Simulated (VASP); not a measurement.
VASP input:

**INCAR**
```
SYSTEM = HfSi2
NELM = 100   ! most electronic steps
LASPH = T   ! aspherical one-centre terms
ENCUT = 300
ISIF = 2   ! forces and stress, cell fixed
LCHARG = F
EDIFF = 1E-6   ! SCF stop (eV)
ALGO = Normal   ! blocked Davidson
GGA = PE
SIGMA = 0.05
LWAVE = F
LMAXMIX = 6   ! l cut-off of mixed one-centre charges
LREAL = F
PREC = Accurate
ISMEAR = 0
```

**POSCAR**
```
HfSi2
1
    1.8360000000    -7.2850000000     0.0000000000
    1.8360000000     7.2850000000     0.0000000000
    0.0000000000     0.0000000000     3.6410000000
Si Hf
4 2
Direct
  0.5590000000   0.4410000000   0.2500000000
  0.4410000000   0.5590000000   0.7500000000
  0.2500000000   0.7500000000   0.2500000000
  0.7500000000   0.2500000000   0.7500000000
  0.8940000000   0.1060000000   0.2500000000
  0.1060000000   0.8940000000   0.7500000000
```

### KPOINTS
```
Automatic mesh
0
Gamma
6 6 6
0 0 0
```

POTCAR, in this order: Si Hf_pv (PBE.64 set). Program: vasp_std.

Q: Write an equivalent input for Ansatz.

A: One equivalent input (not run):
Ansatz 0.2 input:
```yaml
crystal:
  lattice:
    - [1.8360000, -7.2850000, 0.0000000]
    - [1.8360000, 7.2850000, 0.0000000]
    - [0.0000000, 0.0000000, 3.6410000]
  atoms:
    - { symbol: Si, position: [0.5590000, 0.4410000, 0.2500000] }
    - { symbol: Si, position: [0.4410000, 0.5590000, 0.7500000] }
    - { symbol: Si, position: [0.2500000, 0.7500000, 0.2500000] }
    - { symbol: Si, position: [0.7500000, 0.2500000, 0.7500000] }
    - { symbol: Hf, position: [0.8940000, 0.1060000, 0.2500000] }
    - { symbol: Hf, position: [0.1060000, 0.8940000, 0.7500000] }
kpoints:
  mp_grid: { grid: [6, 6, 6] }
hamiltonian:
  xc: pbe
  pseudopotentials: { kind: paw }
scf:
  occupations: { method: gaussian, width: 0.05 }
  max_iter: 100
output: { forces: true, stress: true, eigenvalues: true }
```
Limits of the translation: each code has its own PAW files, so the cut-off isn't converted (ENCUT is set for VASP's; basis.ecutwfc is left out, and Ansatz then takes the one that its files recommend); Ansatz stops its SCF on the density residual and VASP on the energy change (EDIFF).

The structure comes from a measured HfSi2 entry of the Crystallography Open Database, whose conditions weren't checked. The cell was not relaxed at this level.
